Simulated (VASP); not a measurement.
Molecule: OSiH2, in a box.

```
CELL_PARAMETERS angstrom
10.00000 0.00000 0.00000
0.00000 12.00000 0.00000
0.00000 0.00000 12.00000
ATOMIC_POSITIONS crystal
O 0.46514 0.55385 0.61108
Si 0.49279 0.52020 0.49152
H 0.53746 0.40722 0.45727
H 0.47846 0.59628 0.39459
```

Base run:

| Item | Value |
| --- | --- |
| Program | VASP 6.6.1 |
| Functional | PBE |
| Dispersion | TS |
| Potentials or basis | VASP PAW PBE potentials, release 64 (O, Si, H) |
| Cutoff | 520 eV |
| k mesh | 1 × 1 × 1 |
| Occupations | gaussian, width 0.01 eV |
| Spin | no spin polarisation |

Its results: gap between the frontier levels 3.62 eV; largest force 1.086 eV/Å.

**Question.** After a change of settings the same cell gave: gap between the frontier levels 4.15 eV; largest force 0.344 eV/Å. Which change was it?
A. dispersion from TS to none; further incar settings from ALGO = Normal; EDIFF = 1e-06 to ALGO = Normal; EDIFF = 1e-07; NBANDS = 14
B. functional from PBE to r2SCAN; dispersion from TS to D4
C. dispersion from TS to none; further incar settings from ALGO = Normal; EDIFF = 1e-06 to ALGO = Fast; EDIFF = 1e-06

**Answer.** B.

Caveats: the PAW data sets were made with another functional, which shifts forces and pressure a little (some runs).
